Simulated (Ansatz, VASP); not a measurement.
# Cross-check of W (W(100)-(2x1) missing row) between VASP and Ansatz, part 2 of 2

One calculation is typed for both programs; each brings its own data sets. How far apart do they land? Of the first pair: The structure shown is the start of the Ansatz relaxation below; VASP solves that cell, so the two are compared at the walk's first step.

VASP 6.6.1 and Ansatz 0.2.0.

So far: Set-up; Ansatz: relaxation, PBE; VASP: single point, PBE, start cell, pair 1.

## (4) Comparison

Known differences besides the potentials themselves: the data sets hold 126 valence electrons in Ansatz (on its default PAW (the set named soft_2) files) and 54 in VASP; the cutoff is 420 eV in Ansatz and 520 eV in VASP. Total energies have different zeros and are not compared.

Forces (eV/Å; atoms numbered as in POSCAR):

```csv
atom,"Ansatz x, y, z","VASP x, y, z"
W1,"0.000, 0.000, 1.518","0.000, 0.000, 1.754"
W2,"0.000, 0.000, 1.403","0.000, 0.000, 1.638"
W3,"0.138, 0.000, -1.929","0.138, 0.000, -1.960"
W4,"-0.138, 0.000, -1.929","-0.138, 0.000, -1.960"
W5,"0.000, 0.000, 1.053","0.000, 0.000, 1.102"
W6,"0.000, 0.000, 0.728","0.000, 0.000, 0.743"
W7,"-0.678, 0.000, 0.903","-0.798, 0.000, 0.791"
W8,"0.678, 0.000, 0.903","0.798, 0.000, 0.791"
W9,"0.000, 0.000, -2.649","0.000, 0.000, -2.898"
```

The forces differ by 93 meV/Å r.m.s., which is 9.4 % of the r.m.s. force of 0.985 eV/Å (both taken over all components). With vacuum in the cell, a pressure given here is an average over mostly empty space and none of the material.

## (5) What the set-up changes

Further runs change the set-up of one program: Ansatz's method, potentials or start, or VASP's data sets, cutoff or form of LDA. The table gives that difference for each run.

```csv
run,r.m.s. force difference (meV/Å)
as above,93
VASP with the data sets W_sv and a cutoff of 400 eV,14
```

## (6) Ansatz: relaxation, PBE

This run makes the geometry at which the two programs are then compared.

The structure compared here is the end of the Ansatz relaxation.

File input.yaml:

```yaml
crystal:
  lattice:
    - [6.32, 0.0, 0.0]
    - [0.0, 3.16, 0.0]
    - [0.0, 0.0, 23.32]
  atoms:
    - { symbol: W, position: [0.0, 0.0, 0.3644939966] }
    - { symbol: W, position: [0.5, 0.0, 0.3644939966] }
    - { symbol: W, position: [0.25, 0.5, 0.4322469983] }
    - { symbol: W, position: [0.75, 0.5, 0.4322469983] }
    - { symbol: W, position: [0.0, 0.0, 0.5] }
    - { symbol: W, position: [0.5, 0.0, 0.5] }
    - { symbol: W, position: [0.25, 0.5, 0.5677530017] }
    - { symbol: W, position: [0.75, 0.5, 0.5677530017] }
    - { symbol: W, position: [0.0, 0.0, 0.6355060034] }
kpoints:
  mp_grid: { grid: [5, 9, 1] }
hamiltonian:
  xc: pbe
scf:
  occupations: { method: fermi_dirac, width: 0.1 }
  convergence: { dr2_threshold: 1.0e-08 }
efield:
  axis: 3
  dipole_correction: true
  ramp_position: 0.97
  ramp_width: 0.06
relax:
  f_tol: 0.015
  max_steps: 90
  constraints: [{ sites: [0, 1, 2, 3] }]
output:
  write_potential: true
  write_density: true
  volumetric_format: npy
```

The run is started by

```sh
$ ansatz run input.yaml --threads 4 --pin off --max-ram 6144MiB --backend cpu --events-out ev --progress --plain --runs-dir out
```

Numbers of over 12 decimals in the logs are rounded to 6 here.

Log:

```text
[...]
Crystal: 9 atoms, lattice volume = 465.728 Å³
Basis set: ecut = 420 eV, 9147 PW (Γ), exchange–correlation on 90×48×320 points (8 copies of the dense FFT grid, shifted against one another)
Bands: 76, of which v1, the nominal top of the filled ones, is band 63 counted from 1 (62 counted from 0)
Symmetry: 4 space group operations
[...]
- { symbol: W, position: [0.250000, 0.500000, 0.432247] }
    - { symbol: W, position: [0.750000, 0.500000, 0.432247] }
    - { symbol: W, position: [0.0, 0.0, 0.501235] }
    - { symbol: W, position: [0.500000, 0.0, 0.502270] }
    - { symbol: W, position: [0.247002, 0.500000, 0.568996] }
    - { symbol: W, position: [0.752998, 0.500000, 0.568996] }
    - { symbol: W, position: [0.0, 0.0, 0.627714] }
[key lines of the parts left out:]
SCF converged after 7 iterations
Free energy (F): -93453.317450 eV
Fermi energy:    4.201699 eV
Dipole field:    D = 0.016722 V/Å  (p = 0.043038 e·Å, saw-weighted, corrected)
Work function:   Φ+ = 3.7852 eV   Φ− = 4.1751 eV
```

## (7) VASP: single point, PBE, relaxed cell, pair 2

The same cell, functional, mesh and smearing now go to VASP, with its own data sets.

File INCAR:

```
SYSTEM = W
PREC = Accurate
ENCUT = 520
EDIFF = 1E-06
NELM = 120
ISMEAR = -1
SIGMA = 0.1
LREAL = .FALSE.
ALGO = Normal
GGA = PE
NBANDS = 36
LASPH = .TRUE.
LORBIT = 11
LWAVE = .FALSE.
LCHARG = .FALSE.
ISIF = 2
LDIPOL = .TRUE.
IDIPOL = 3
DIPOL = 0.5 0.5 0.484
LVHAR = .TRUE.
GGA_COMPAT = .FALSE.
NELMDL = -8
KPAR = 2
```

File POSCAR:

```
W
1.0
    6.3200000000      0.0000000000      0.0000000000
    0.0000000000      3.1600000000      0.0000000000
    0.0000000000      0.0000000000     23.3200000000
W
9
Direct
    0.0000000000      0.0000000000      0.3644939966
    0.5000000000      0.0000000000      0.3644939966
    0.2500000000      0.5000000000      0.4322469983
    0.7500000000      0.5000000000      0.4322469983
    0.0000000000      0.0000000000      0.5012345522
    0.5000000000      0.0000000000      0.5022702465
    0.2470016149      0.5000000000      0.5689961356
    0.7529983851      0.5000000000      0.5689961356
    0.0000000000      0.0000000000      0.6277141038
```

File KPOINTS:

```
Automatic mesh
0
Gamma
5 9 1
0 0 0
```

The projector-augmented-wave data sets are W (PBE family, release 64).

The run is started by

```sh
$ mpirun -np 2 vasp_std
```

Log:

```text
[... set-up lines as in an earlier step ...]
 entering main loop
       N       E                     dE             d eps       ncg     rms          rms(c)
DAV:   1     0.280447071358E+03    0.28045E+03   -0.18955E+04  1080   0.115E+03
DAV:   2    -0.718222731789E+02   -0.35227E+03   -0.33558E+03  1616   0.237E+02
DAV:   3    -0.112570269197E+03   -0.40748E+02   -0.39480E+02  1260   0.796E+01
DAV:   4    -0.115816614774E+03   -0.32463E+01   -0.31751E+01  1816   0.191E+01
[...]
DAV:  36    -0.107006570282E+03   -0.22764E-05   -0.23511E-07   728   0.187E-03    0.199E-03
DAV:  37    -0.107006573851E+03   -0.35684E-05   -0.30975E-07   820   0.244E-03    0.726E-04
DAV:  38    -0.107006574699E+03   -0.84823E-06   -0.10079E-07   720   0.106E-03
   1 F= -.10700657E+03 E0= -.10684200E+03  d E =-.329147E+00
```

OUTCAR, selected parts (step 7):

```text
  Total      -11.5903740    -13.8755423     -7.5545888      0.0000000      0.0000000      0.0000000
  in kB      -39.8726705    -47.7340013    -25.9889485      0.0000000      0.0000000      0.0000000
  external PRESSURE =     -37.8652067 kB  Pullay stress =       0.0000000 kB

 POSITION                                       TOTAL-FORCE (eV/Angst)
 -----------------------------------------------------------------------------------
      0.00000      0.00000      8.50000        -0.000000     -0.000000      1.876184
      3.16000      0.00000      8.50000        -0.000000     -0.000000      1.695880
      1.58000      1.58000     10.08000         0.185618      0.000000     -1.597760
      4.74000      1.58000     10.08000        -0.185618     -0.000000     -1.597760
      0.00000      0.00000     11.68879        -0.000000     -0.000000      0.062419
      3.16000      0.00000     11.71294        -0.000000     -0.000000      0.020936
      1.56105      1.58000     13.26899        -0.198188      0.000000     -0.045934
      4.75895      1.58000     13.26899         0.198188     -0.000000     -0.045934
      0.00000      0.00000     14.63829        -0.000000     -0.000000     -0.368030
 -----------------------------------------------------------------------------------
    total drift:                                0.000000     -0.000000      0.000072

  FREE ENERGIE OF THE ION-ELECTRON SYSTEM (eV)
  ---------------------------------------------------
  free  energy   TOTEN  =      -107.0065746990 eV

  energy  without entropy=     -106.6774274044  energy(sigma->0) =     -106.84200105

[... 2 parts as in an earlier step ...]

[... 1 further part left out ...]
[key lines of the parts left out:]
E-fermi :  -0.3602
```

## (8) Differences

What differs besides the data sets and the points named for the pairs above, as far as they apply: the data sets hold 126 valence electrons in Ansatz (on its default PAW (the set named soft_2) files) and 54 in VASP. Total energies have different zeros and are not compared.

Compared:

```csv
quantity,Ansatz,VASP,difference
"work function, lower of the two faces (eV)",3.79,3.80,-0.02
"work function, higher of the two faces (eV)",4.18,4.19,-0.02
```

Forces (eV/Å; atoms numbered as in POSCAR):

```csv
atom,"Ansatz x, y, z","VASP x, y, z"
W1,"0.000, 0.000, 1.637","0.000, 0.000, 1.876"
W2,"0.000, 0.000, 1.460","0.000, 0.000, 1.696"
W3,"0.188, 0.000, -1.549","0.186, 0.000, -1.598"
W4,"-0.188, 0.000, -1.549","-0.186, 0.000, -1.598"
W5,"0.000, 0.000, -0.002","0.000, 0.000, 0.062"
W6,"0.000, 0.000, 0.004","0.000, 0.000, 0.021"
W7,"0.000, 0.000, -0.001","-0.198, 0.000, -0.046"
W8,"0.000, 0.000, -0.001","0.198, 0.000, -0.046"
W9,"0.000, 0.000, -0.001","0.000, 0.000, -0.368"
```

The forces differ by 112 meV/Å r.m.s., which is 17.0 % of the r.m.s. force of 0.661 eV/Å (both taken over all components). With vacuum in the cell, a pressure given here is an average over mostly empty space and none of the material.

## (9) Ansatz: single point, PBE, pair 3

A single point gives forces, pressure and levels at one fixed geometry, so differences don't come from the geometry; what else differs is listed under the comparison.

The cell is taken from a series of runs on this material, whose earlier steps may have relaxed, scaled, displaced or heated it; both programs get it as it stands.

File input.yaml:

```yaml
crystal:
  lattice:
    - [6.32, 0.0, 0.0]
    - [0.0, 3.16, 0.0]
    - [0.0, 0.0, 23.32]
  atoms:
    - { symbol: W, position: [0.0, 0.0, 0.3644939966] }
    - { symbol: W, position: [0.5, 0.0, 0.3644939966] }
    - { symbol: W, position: [0.25, 0.5, 0.4322469983] }
    - { symbol: W, position: [0.75, 0.5, 0.4322469983] }
    - { symbol: W, position: [0.0, 0.0, 0.5012345522] }
    - { symbol: W, position: [0.5, 0.0, 0.5022702465] }
    - { symbol: W, position: [0.2470016149, 0.5, 0.5689961356] }
    - { symbol: W, position: [0.7529983851, 0.5, 0.5689961356] }
    - { symbol: W, position: [0.0, 0.0, 0.6277141038] }
kpoints:
  mp_grid: { grid: [10, 20, 1] }
hamiltonian:
  xc: pbe
scf:
  occupations: { method: fermi_dirac, width: 0.05 }
  convergence: { dr2_threshold: 1.0e-09 }
  n_extra_bands: 20
efield:
  axis: 3
  dipole_correction: true
  ramp_position: 0.97
  ramp_width: 0.06
output:
  band_densities:
    - { e_range: [-0.2, 0] }
    - { e_range: [-0.7, 0] }
    - { e_range: [-1.5, 0] }
    - { e_range: [0, 0.2] }
    - { e_range: [0, 0.7] }
    - { e_range: [0, 1.5] }
    - { e_range: [-2.0, -1.8] }
    - { e_range: [-1.8, -1.6] }
    - { e_range: [-1.6, -1.4] }
    - { e_range: [-1.4, -1.2] }
    - { e_range: [-1.2, -1.0] }
    - { e_range: [-1.0, -0.8] }
    - { e_range: [-0.8, -0.6] }
    - { e_range: [-0.6, -0.4] }
    - { e_range: [-0.4, -0.2] }
    - { e_range: [0.2, 0.4] }
    - { e_range: [0.4, 0.6] }
    - { e_range: [0.6, 0.8] }
    - { e_range: [0.8, 1.0] }
    - { e_range: [1.0, 1.2] }
    - { e_range: [1.2, 1.4] }
    - { e_range: [1.4, 1.6] }
    - { e_range: [1.6, 1.8] }
    - { e_range: [1.8, 2.0] }
  band_residual_tolerance: 0.0001
  dos: { projected: true, e_range: [-5, 4] }
  write_potential: true
  write_density: true
  volumetric_format: npy
```

The run is started by

```sh
$ ansatz run input.yaml --threads 4 --pin off --max-ram 6144MiB --backend cpu --events-out ev --progress --plain --runs-dir out
```

Log:

```text
[...]
Crystal: 9 atoms, lattice volume = 465.728 Å³
Basis set: ecut = 420 eV, 9147 PW (Γ)
Bands: 83, of which v1, the nominal top of the filled ones, is band 63 counted from 1 (62 counted from 0)
Symmetry: 4 space group operations
[...]
k-points: 66 of 200
[...]
e_range: [1.2, 1.4]                           2.240000             3.5e-5           0
  e_range: [1.4, 1.6]                           2.430000             3.4e-5           0
  e_range: [1.6, 1.8]                           2.790000             3.4e-5           0
  e_range: [1.8, 2]                             2.350000             3.2e-5           0
[key lines of the parts left out:]
SCF converged after 11 iterations
Free energy (F): -93453.186527 eV
Fermi energy:    4.213879 eV
Dipole field:    D = 0.017331 V/Å  (p = 0.044607 e·Å, saw-weighted, corrected)
Work function:   Φ+ = 3.7559 eV   Φ− = 4.1601 eV
```

## (10) VASP: single point, PBE, pair 3

The same cell, functional, mesh and smearing now go to VASP, with its own data sets.

Changes to INCAR since step 7:

```diff
@@ -6,3 +6,3 @@
 ISMEAR = -1
-SIGMA = 0.1
+SIGMA = 0.05
 LREAL = .FALSE.
```

POSCAR is that of step 7.

File KPOINTS:

```
Automatic mesh
0
Gamma
10 20 1
0 0 0
```

The run is started by

```sh
$ mpirun -np 2 vasp_std
```

Log:

```text
[... set-up lines as in an earlier step ...]
 entering main loop
       N       E                     dE             d eps       ncg     rms          rms(c)
DAV:   1     0.283688742837E+03    0.28369E+03   -0.18997E+04  4752   0.115E+03
DAV:   2    -0.717155981641E+02   -0.35540E+03   -0.33685E+03  7024   0.236E+02
DAV:   3    -0.112673233625E+03   -0.40958E+02   -0.39697E+02  5688   0.801E+01
DAV:   4    -0.115704422489E+03   -0.30312E+01   -0.29626E+01  7844   0.189E+01
[...]
DAV:  36    -0.106875404818E+03   -0.27405E-05   -0.16786E-07  3288   0.154E-03    0.108E-03
DAV:  37    -0.106875407291E+03   -0.24734E-05   -0.15490E-07  3584   0.122E-03    0.678E-04
DAV:  38    -0.106875407788E+03   -0.49641E-06   -0.54089E-08  3168   0.824E-04
   1 F= -.10687541E+03 E0= -.10683340E+03  d E =-.840129E-01
```

Parts of OUTCAR (step 10):

```text
  Total      -11.7209229    -13.7274042     -7.9446913      0.0000000      0.0000000      0.0000000
  in kB      -40.3217788    -47.2243836    -27.3309610      0.0000000      0.0000000      0.0000000
  external PRESSURE =     -38.2923745 kB  Pullay stress =       0.0000000 kB

 POSITION                                       TOTAL-FORCE (eV/Angst)
 -----------------------------------------------------------------------------------
      0.00000      0.00000      8.50000         0.000000      0.000000      1.988797
      3.16000      0.00000      8.50000         0.000000      0.000000      1.742037
      1.58000      1.58000     10.08000         0.171826      0.000000     -1.693541
      4.74000      1.58000     10.08000        -0.171826      0.000000     -1.693541
      0.00000      0.00000     11.68879         0.000000      0.000000      0.105400
      3.16000      0.00000     11.71294         0.000000      0.000000      0.114549
      1.56105      1.58000     13.26899        -0.250670     -0.000000     -0.086633
      4.75895      1.58000     13.26899         0.250670      0.000000     -0.086633
      0.00000      0.00000     14.63829         0.000000      0.000000     -0.390437
 -----------------------------------------------------------------------------------
    total drift:                                0.000000     -0.000000      0.000094

  FREE ENERGIE OF THE ION-ELECTRON SYSTEM (eV)
  ---------------------------------------------------
  free  energy   TOTEN  =      -106.8754077877 eV

  energy  without entropy=     -106.7913948608  energy(sigma->0) =     -106.83340132

[... 1 part as in an earlier step ...]

[... 2 further parts left out ...]
[key lines of the parts left out:]
E-fermi :  -0.3477
```

## (11) Side by side

What differs besides the data sets and the points named for the pairs above, as far as they apply: the data sets hold 126 valence electrons in Ansatz (on its default PAW (the set named soft_2) files) and 54 in VASP. Total energies have different zeros and are not compared.

Compared:

```csv
quantity,Ansatz,VASP,difference
"work function, lower of the two faces (eV)",3.76,3.77,-0.01
"work function, higher of the two faces (eV)",4.16,4.18,-0.02
```

With vacuum in the cell, a pressure given here is an average over mostly empty space and none of the material.

## (12) Results

- r.m.s. force difference (single point, PBE, start cell, pair 1): 9.4 % of the r.m.s. force
- r.m.s. force difference (single point, PBE, relaxed cell, pair 2): 17 % of the r.m.s. force
- difference in work function, higher of the two faces (single point, PBE, pair 3): -0.018 eV

In words: The r.m.s. force difference is 17 % of the r.m.s. force (single point, PBE, relaxed cell, pair 2), beyond the 3 % picked in this series as the mark of a large difference. The data sets hold unlike numbers of valence electrons (126 in Ansatz and 54 in VASP), so part of the differences comes from the potentials. Single point, PBE, start cell, pair 1, VASP with the data sets W_sv and a cutoff of 400 eV: r.m.s. force difference goes from 93 to 14 meV/Å. What causes the difference of the single point, PBE, relaxed cell, pair 2 pair stays open here. Such differences can come from data sets, numerical settings and the points named under the comparisons, not from the functional's error against experiment.

[Lines on the potential files, build, host, timing and source positions are cut from VASP's logs without a mark.]

[Logs are printed without paths, hosts, clocks, repeated set-up lines and the standing remarks that a program may print on its own settings, such as how far it seeks lower states.]

[Hosts, paths, dates, database ids (printed as entryN), source tags and the programs' standing remarks are cut or masked in the printed files.]
